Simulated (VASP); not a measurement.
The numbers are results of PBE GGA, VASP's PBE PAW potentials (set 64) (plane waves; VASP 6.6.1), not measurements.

VASP ran on this input.

### INCAR
```
! general
SYSTEM  = ZnS
PREC    = Accurate
ENCUT   = 480   ! plane-wave cut-off (eV)
LREAL   = .FALSE.   ! projection in real space or not
LASPH   = .TRUE.

! electronic loop
EDIFF   = 1E-7   ! SCF stop (eV)
NELM    = 100   ! most electronic steps
ALGO    = Normal   ! blocked Davidson
LMAXMIX = 4   ! l cut-off of mixed one-centre charges

! smearing
ISMEAR  = 0
SIGMA   = 0.05

! functional
GGA     = PE

! ions
ISIF    = 2   ! forces and stress, cell fixed

! output
LWAVE   = .FALSE.
LCHARG  = .FALSE.
```

**KPOINTS**
```
Automatic mesh
0
Gamma
8 8 8
0 0 0
```

POSCAR:
```
ZnS
1.0
  0.0000000000   2.7749353744   2.7749353744
  2.7749353744   0.0000000000   2.7749353744
  2.7749353744   2.7749353744   0.0000000000
Zn S
1 1
Cartesian
  0.0000000000   0.0000000000   0.0000000000
  1.3874676872   1.3874676872   1.3874676872
```

POTCAR, in this order: Zn S (PBE.64 set). Program: vasp_std.

Output of the run:

OSZICAR:
```
       N       E                     dE             d eps       ncg     rms          rms(c)
DAV:   1     0.841279341076E+02    0.84128E+02   -0.85989E+03   754   0.151E+03
DAV:   2    -0.131097726000E+01   -0.85439E+02   -0.80371E+02   794   0.264E+02
DAV:   3    -0.718099615214E+01   -0.58700E+01   -0.58428E+01   929   0.713E+01
DAV:   4    -0.725609558431E+01   -0.75099E-01   -0.75066E-01   844   0.849E+00
DAV:   5    -0.725729308207E+01   -0.11975E-02   -0.11975E-02   919   0.109E+00    0.613E+00
DAV:   6    -0.684028472363E+01    0.41701E+00   -0.95940E-01  1117   0.353E+01    0.479E+00
DAV:   7    -0.682628063050E+01    0.14004E-01   -0.30650E-01   819   0.531E+00    0.248E+00
DAV:   8    -0.682578120188E+01    0.49943E-03   -0.55962E-03   854   0.688E-01    0.692E-01
DAV:   9    -0.682612069613E+01   -0.33949E-03   -0.95013E-04   864   0.359E-01    0.128E-01
DAV:  10    -0.682627256919E+01   -0.15187E-03   -0.20064E-04   829   0.129E-01    0.565E-02
DAV:  11    -0.682629896657E+01   -0.26397E-04   -0.39230E-05   842   0.801E-02    0.712E-03
DAV:  12    -0.682630047013E+01   -0.15036E-05   -0.31618E-06   864   0.231E-02    0.652E-03
DAV:  13    -0.682630031658E+01    0.15355E-06   -0.39594E-07   869   0.144E-02    0.472E-04
DAV:  14    -0.682630032709E+01   -0.10514E-07   -0.70389E-08   567   0.258E-03
   1 F= -.68263003E+01 E0= -.68263003E+01  d E =-.984181E-11
```

**OUTCAR**
```
------------------------ aborting loop because EDIFF is reached ----------------------------------------
  FORCE on cell =-STRESS in cart. coord.  units (eV):
  Direction    XX          YY          ZZ          XY          YZ          ZX
  --------------------------------------------------------------------------------------
  Total       -0.9219659     -0.9219659     -0.9219659      0.0000000      0.0000000      0.0000000
  in kB      -34.5650193    -34.5650193    -34.5650193      0.0000000      0.0000000      0.0000000
  external PRESSURE =     -34.5650193 kB  Pullay stress =       0.0000000 kB
  volume of cell :       42.74
      direct lattice vectors                 reciprocal lattice vectors
     0.000000000  2.774935374  2.774935374    -0.180184376  0.180184376  0.180184376
     2.774935374  0.000000000  2.774935374     0.180184376 -0.180184376  0.180184376
     2.774935374  2.774935374  0.000000000     0.180184376  0.180184376 -0.180184376
  FREE ENERGIE OF THE ION-ELECTRON SYSTEM (eV)
  ---------------------------------------------------
  free  energy   TOTEN  =        -6.8263003271 eV

  energy  without entropy=       -6.8263003271  energy(sigma->0) =       -6.82630033
```
(Selected blocks of OUTCAR.)

OUTCAR:
```
 val. band max:        1.3971736084   @ k =   0.0000   0.0000   0.0000

 cond. band min:       3.1686473612   @ k =   0.0000   0.0000   0.0000


 Fermi energy:         1.6011128808

 k-point     1 :       0.0000    0.0000    0.0000
  band No.  band energies     occupation
      1     -11.2195      2.00000
      2      -4.6599      2.00000
      3      -4.6599      2.00000
      4      -4.6599      2.00000
      5      -4.2517      2.00000
      6      -4.2517      2.00000
      7       1.3972      2.00000
      8       1.3972      2.00000
      9       1.3972      2.00000
     10       3.1686      0.00000
     11       7.8324      0.00000
     12       7.8324      0.00000
     13       7.8324      0.00000

 k-point     2 :       0.1250    0.0000    0.0000
  band No.  band energies     occupation
      1     -11.1186      2.00000
      2      -4.6526      2.00000
      3      -4.6424      2.00000
      4      -4.6423      2.00000
      5      -4.2529      2.00000
      6      -4.2529      2.00000
      7       0.3280      2.00000
      8       1.2698      2.00000
      9       1.2698      2.00000
     10       4.0008      0.00000
     11       7.6904      0.00000
     12       8.0610      0.00000
     13       8.0610      0.00000

 k-point     3 :       0.2500    0.0000    0.0000
  band No.  band energies     occupation
      1     -10.8571      2.00000
      2      -4.6038      2.00000
      3      -4.6038      2.00000
      4      -4.5932      2.00000
      5      -4.2501      2.00000
      6      -4.2501      2.00000
      7      -1.2574      2.00000
      8       0.9899      2.00000
      9       0.9899      2.00000
     10       4.6230      0.00000
     11       8.1522      0.00000
     12       8.4070      0.00000
     13       8.4070      0.00000

 k-point     4 :       0.3750    0.0000    0.0000
  band No.  band energies     occupation
      1     -10.5646      2.00000
      2      -4.5730      2.00000
      3      -4.5730      2.00000
...
```

The compound is ZnS in the zinc blende structure. This cell was strained or had an atom moved on purpose.
